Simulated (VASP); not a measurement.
Here is the system:

```
CELL_PARAMETERS angstrom
      2.25995    -3.88005     0.00000
      2.25995     3.88005     0.00000
      0.00000     0.00000     4.63350
ATOMIC_POSITIONS crystal
  Ga 0.15569 0.84431 0.91774
  Ga 0.34431 0.65569 0.41774
  Ga 0.65569 0.34431 0.58226
  Ga 0.84431 0.15569 0.08226
```

Computed with PW91 GGA, VASP's PBE PAW potentials (set 64) (plane waves; VASP). Settings: 520 eV cut-off, 9×9×8 Γ-centred mesh, tetrahedra with Blöchl corrections, potentials Ga_d.

The cores are frozen, which limits the accuracy of field gradients.

Problem. Give the principal components of the electric field gradient (V/Å²) and the asymmetry η at each nucleus.

Solution. 
| atom | Vxx | Vyy | Vzz | η |
|---|---|---|---|---|
| Ga1 | 19.1 | 17.8 | -36.9 | 0.03 |
| Ga2 | 19.1 | 17.8 | -36.9 | 0.03 |
| Ga3 | 19.1 | 17.8 | -36.9 | 0.03 |
| Ga4 | 19.1 | 17.8 | -36.9 | 0.03 |

The compound is Ga in the alpha structure. It was relaxed first.
